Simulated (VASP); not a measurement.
The system is TaAs.

```
CELL_PARAMETERS angstrom
-1.72181 1.72181 5.86794
1.72181 -1.72181 5.86794
1.72181 1.72181 -5.86794
ATOMIC_POSITIONS crystal
Ta 0.50006 0.00006 0.50000
Ta 0.75006 0.75006 0.00000
As 0.08254 0.58254 0.50000
As 0.33254 0.33254 0.00000
```

The cell is a database's computed one.

| Property | Result |
| --- | --- |
| Program | VASP 6.6.1 |
| Task | relaxation of cell and atoms |
| Functional | PBEsol |
| Potentials or basis | VASP PAW PBE potentials, release 64 (Ta_pv, As) |
| Cutoff | 600 eV |
| k mesh | 13 × 13 × 13 |
| Occupations | fermi-dirac, width 0.05 eV |
| Spin | no spin polarisation |

At the start: pressure -3.2 GPa; volume 17.40 Å³/atom.

Problem. How do energy, volume and symmetry change on relaxing?

Solution. Over 10 steps the energy falls by 3.5 meV/atom and the volume is 17.08 Å³/atom (-1.8 %); space group I4_1md (No. 109, to 0.05 Å).

Step by step:
| step | energy change (eV) | largest force (eV/Å) | pressure (GPa) | volume (Å³) |
| --- | --- | --- | --- | --- |
| 1 | 0.0000 | 0.0027 | -3.24 | 69.59 |
| 2 | 0.0340 | 0.0640 | 6.98 | 66.11 |
| 3 | -0.0128 | 0.0175 | 0.04 | 68.36 |
| 4 | -0.0128 | 0.0179 | 0.11 | 68.34 |
| 5 | -0.0138 | 0.0360 | 0.07 | 68.32 |
| 6 | -0.0139 | 0.0443 | 0.05 | 68.31 |
| 7 | -0.0140 | 0.0059 | -0.10 | 68.35 |
| 8 | -0.0140 | 0.0045 | -0.07 | 68.35 |
| 9 | -0.0140 | 0.0046 | 0.12 | 68.28 |
| 10 | -0.0140 | 0.0006 | 0.01 | 68.32 |

Final structure:
```
Ta As
1.0
    -1.71645    1.71645    5.79710
     1.71645   -1.71645    5.79710
     1.71645    1.71645   -5.79710
Ta As
2 2
Direct
  0.50031 0.00031 0.50000
  0.75031 0.75031 0.00000
  0.08229 0.58229 0.50000
  0.33229 0.33229 0.00000
```

Caveat: the PAW data sets were made with another functional, which shifts forces and pressure a little.
